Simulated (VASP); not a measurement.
Output of a VASP run:

### OSZICAR
```
...
DAV:   8    -0.374091962871E+02   -0.12467E-04   -0.10828E-04  1336   0.974E-02    0.204E-02
DAV:   9    -0.374091945522E+02    0.17349E-05   -0.13482E-05   728   0.744E-02
   7 F= -.37409195E+02 E0= -.37409195E+02  d E =-.139660E-01
       N       E                     dE             d eps       ncg     rms          rms(c)
DAV:   1    -0.374013089700E+02    0.78873E-02   -0.45073E+00  1224   0.805E+00    0.248E-01
DAV:   2    -0.374108422703E+02   -0.95333E-02   -0.10347E-01  1720   0.275E+00    0.239E-01
DAV:   3    -0.374100413049E+02    0.80097E-03   -0.54227E-03  1448   0.174E+00    0.115E-01
DAV:   4    -0.374099759530E+02    0.65352E-04   -0.11634E-03  1792   0.477E-01    0.774E-02
DAV:   5    -0.374099380957E+02    0.37857E-04   -0.21301E-04  1328   0.332E-01    0.543E-02
DAV:   6    -0.374099186262E+02    0.19470E-04   -0.20056E-04  1768   0.193E-01    0.293E-02
DAV:   7    -0.374099045915E+02    0.14035E-04   -0.92767E-05  1320   0.183E-01    0.778E-03
DAV:   8    -0.374099063438E+02   -0.17523E-05   -0.17681E-05   720   0.690E-02
   8 F= -.37409906E+02 E0= -.37409906E+02  d E =-.146778E-01
       N       E                     dE             d eps       ncg     rms          rms(c)
DAV:   1    -0.373919844755E+02    0.17920E-01   -0.11166E+01  1216   0.128E+01    0.438E-01
DAV:   2    -0.374157767880E+02   -0.23792E-01   -0.25526E-01  1736   0.412E+00    0.360E-01
DAV:   3    -0.374138169443E+02    0.19598E-02   -0.11948E-02  1544   0.266E+00    0.172E-01
DAV:   4    -0.374136823016E+02    0.13464E-03   -0.22870E-03  1776   0.671E-01    0.123E-01
DAV:   5    -0.374135803077E+02    0.10199E-03   -0.45610E-04  1584   0.443E-01    0.845E-02
DAV:   6    -0.374135096958E+02    0.70612E-04   -0.40266E-04  1888   0.302E-01    0.394E-02
DAV:   7    -0.374134828819E+02    0.26814E-04   -0.16891E-04  1424   0.260E-01    0.870E-03
DAV:   8    -0.374134861707E+02   -0.32888E-05   -0.34121E-05   984   0.685E-02
   9 F= -.37413486E+02 E0= -.37413486E+02  d E =-.357983E-02
       N       E                     dE             d eps       ncg     rms          rms(c)
DAV:   1    -0.374082185280E+02    0.52644E-02   -0.35841E+00  1216   0.716E+00    0.255E-01
DAV:   2    -0.374149494670E+02   -0.67309E-02   -0.74135E-02  1728   0.243E+00    0.218E-01
DAV:   3    -0.374142225320E+02    0.72693E-03   -0.47869E-03  1440   0.164E+00    0.973E-02
DAV:   4    -0.374141972991E+02    0.25233E-04   -0.99845E-04  1792   0.434E-01    0.681E-02
DAV:   5    -0.374141743273E+02    0.22972E-04   -0.16454E-04  1288   0.279E-01    0.476E-02
DAV:   6    -0.374141661410E+02    0.81863E-05   -0.14609E-04  1656   0.196E-01    0.273E-02
DAV:   7    -0.374141516645E+02    0.14476E-04   -0.79894E-05  1304   0.171E-01    0.612E-03
DAV:   8    -0.374141523988E+02   -0.73423E-06   -0.11112E-05   672   0.366E-02
  10 F= -.37414152E+02 E0= -.37414152E+02  d E =-.424605E-02
       N       E                     dE             d eps       ncg     rms          rms(c)
DAV:   1    -0.374119512533E+02    0.22004E-02   -0.19785E+00  1224   0.533E+00    0.216E-01
DAV:   2    -0.374158688930E+02   -0.39176E-02   -0.45105E-02  1736   0.217E+00    0.158E-01
DAV:   3    -0.374155146073E+02    0.35429E-03   -0.42548E-03  1448   0.176E+00    0.751E-02
DAV:   4    -0.374155236824E+02   -0.90751E-05   -0.70226E-04  1784   0.298E-01    0.546E-02
DAV:   5    -0.374155218983E+02    0.17841E-05   -0.91613E-05  1288   0.154E-01
  11 F= -.37415522E+02 E0= -.37415522E+02  d E =-.136950E-02
```

OUTCAR:
```
------------------------ aborting loop because EDIFF is reached ----------------------------------------
  FORCE on cell =-STRESS in cart. coord.  units (eV):
  Direction    XX          YY          ZZ          XY          YZ          ZX
  --------------------------------------------------------------------------------------
  Total       -0.4325418     -0.2668188      0.0968842      0.0000000      0.0000000      0.0000000
  in kB       -1.0137933     -0.6253710      0.2270776      0.0000000      0.0000000      0.0000000
  external PRESSURE =      -0.4706956 kB  Pullay stress =       0.0000000 kB
  volume of cell :      683.58
      direct lattice vectors                 reciprocal lattice vectors
     5.945130610  0.000000000  0.000000000     0.168204883  0.000000000  0.000000000
     0.000000000  4.203842144  0.000000000     0.000000000  0.237877629  0.000000000
     0.000000000  0.000000000 27.351519680     0.000000000  0.000000000  0.036561040
 POSITION                                       TOTAL-FORCE (eV/Angst)
 -----------------------------------------------------------------------------------
      5.47877      0.00000     18.19625        -0.021991      0.000000     -0.010408
      3.14492      2.10192     16.92823         0.005784      0.000000     -0.008541
      0.08529      0.00000     14.71149        -0.000121      0.000000      0.019234
      3.05785      2.10192     12.64003        -0.000121      0.000000     -0.019234
      0.17235      0.00000     10.42329         0.005784      0.000000      0.008541
      2.50620      2.10192      9.15527        -0.021991      0.000000      0.010408
      1.60695      0.00000     16.79286         0.004058      0.000000      0.000040
      4.46712      2.10192     19.10315         0.016653      0.000000     -0.000875
      1.56607      0.00000     12.60130        -0.004382      0.000000      0.011927
      4.53863      2.10192     14.75022        -0.004382      0.000000     -0.011927
      1.49456      0.00000      8.24837         0.016653      0.000000      0.000875
      4.57951      2.10192     10.55866         0.004058      0.000000     -0.000040
 -----------------------------------------------------------------------------------
    total drift:                                0.000702      0.000000     -0.000086
  FREE ENERGIE OF THE ION-ELECTRON SYSTEM (eV)
  ---------------------------------------------------
  free  energy   TOTEN  =       -37.4155218983 eV

  energy  without entropy=      -37.4155218983  energy(sigma->0) =      -37.41552190

 reached required accuracy - stopping structural energy minimisation
```
(Selected blocks of OUTCAR.)

POSCAR:
```
CuI(110) slab
1
    5.9451306102    -0.0000000000    -0.0000000000
   -0.0000000000     4.2038421438     0.0000000000
    0.0000000000     0.0000000000    27.3515196798
Cu I
6 6
Direct
  0.9383398038   0.0000000000   0.6715865442
  0.5293826687   0.5000000000   0.6204620483
  0.0086731287   0.0000000000   0.5408390662
  0.5086731287   0.5000000000   0.4591609338
  0.0293826687   0.0000000000   0.3795379517
  0.4383398038   0.5000000000   0.3284134558
  0.2673717358   0.0000000000   0.6154352494
  0.7485920151   0.5000000000   0.7009264841
  0.2576406480   0.0000000000   0.4608483220
  0.7576406480   0.5000000000   0.5391516780
  0.2485920151   0.0000000000   0.2990735159
  0.7673717358   0.5000000000   0.3845647506
```

Task: Reconstruct the remaining input files.

Result: One answer among several that fit: the input of the run itself, PBEsol GGA, plane waves, VASP's PBE PAW potentials (set 64).

**KPOINTS**
```
Automatic mesh
0
Gamma
4 5 1
0 0 0
```

**INCAR**
```
# general
SYSTEM =CuI(110) slab
PREC   =Normal
ENCUT  =400   # plane-wave cut-off (eV)
LREAL  =.FALSE.
LASPH  =.TRUE.

# electronic loop
EDIFF  =1E-5   # SCF stop (eV)
NELM   =100
NELMIN =4
ALGO   =Normal
LMAXMIX=4   # l cut-off of mixed one-centre charges

# smearing
ISMEAR =0   # Gaussian
SIGMA  =0.05   # width (eV)

# functional
GGA    =PS   # PBEsol

# ions
IBRION =2
NSW    =120   # most ionic steps
ISIF   =2
EDIFFG =-0.03   # ionic stop

# output
LWAVE  =.TRUE.
LCHARG =.FALSE.

# other
LDIPOL =.TRUE.
IDIPOL =3
DIPOL  =0.5 0.5 0.5
```

POTCAR, in this order: Cu I (PBE.64 set). Program: vasp_std.

The cell is a thin slab with vacuum, built from CuI (zinc blende): (110) face.
